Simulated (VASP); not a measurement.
Here is the system:

```
CELL_PARAMETERS angstrom
      3.64115     0.00000     0.00000
      0.00000     3.64115     0.00000
      0.00000     0.00000     6.26391
ATOMIC_POSITIONS crystal
  Rb 0.00000 0.00000 0.00000
  Al 0.50000 0.50000 0.50000
  F  0.50000 0.50000 0.78163
  F  0.50000 0.50000 0.21837
  F  0.50000 0.00000 0.50000
  F  0.00000 0.50000 0.50000
```

These are LDA (Ceperley-Alder, Perdew-Zunger), VASP's LDA PAW potentials (set 64) (plane waves; VASP) values and carry that method's errors. Settings: 400 eV cut-off, 9×9×6 Γ-centred mesh, Gaussian smearing of 0.010 eV, potentials Rb_sv Al F.

**Question.** Give the energies of bands 10 to 23 at the high-symmetry points, in eV from the valence-band maximum.

**Answer.** 
```json
[
 {"band": "10", "Γ": "-4.75", "X": "-4.40", "M": "-3.54", "Z": "-4.78", "R": "-4.40", "A": "-3.48"},
 {"band": "11", "Γ": "-3.14", "X": "-2.63", "M": "-2.81", "Z": "-3.50", "R": "-2.92", "A": "-2.78"},
 {"band": "12", "Γ": "-2.81", "X": "-2.56", "M": "-2.81", "Z": "-1.93", "R": "-2.87", "A": "-2.60"},
 {"band": "13", "Γ": "-1.40", "X": "-2.28", "M": "-2.78", "Z": "-1.40", "R": "-2.15", "A": "-2.60"},
 {"band": "14", "Γ": "-1.22", "X": "-1.84", "M": "-1.96", "Z": "-1.34", "R": "-1.84", "A": "-2.53"},
 {"band": "15", "Γ": "-1.22", "X": "-1.80", "M": "-1.63", "Z": "-1.22", "R": "-1.30", "A": "-1.18"},
 {"band": "16", "Γ": "-0.87", "X": "-1.10", "M": "-0.85", "Z": "-1.22", "R": "-1.12", "A": "-1.18"},
 {"band": "17", "Γ": "-0.87", "X": "-0.89", "M": "-0.85", "Z": "-0.79", "R": "-1.00", "A": "-1.11"},
 {"band": "18", "Γ": "-0.63", "X": "-0.79", "M": "-0.38", "Z": "-0.79", "R": "-0.72", "A": "-0.38"},
 {"band": "19", "Γ": "-0.43", "X": "-0.64", "M": "-0.12", "Z": "-0.49", "R": "-0.43", "A": "0.00"},
 {"band": "20", "Γ": "-0.43", "X": "0.00", "M": "-0.12", "Z": "-0.49", "R": "-0.25", "A": "0.00"},
 {"band": "21", "Γ": "6.90", "X": "9.54", "M": "10.56", "Z": "8.43", "R": "9.54", "A": "10.32"},
 {"band": "22", "Γ": "8.85", "X": "9.97", "M": "10.77", "Z": "8.57", "R": "9.57", "A": "10.44"},
 {"band": "23", "Γ": "9.75", "X": "10.18", "M": "11.57", "Z": "8.96", "R": "10.76", "A": "11.18"}
]
```

The gap is indirect, 6.90 eV, from the valence maximum at X to the conduction minimum at Γ.

The structure comes from a computed database's RbAlF4 entry (P4/mmm); how it stands against other phases isn't given here. The cell was not relaxed at this level.
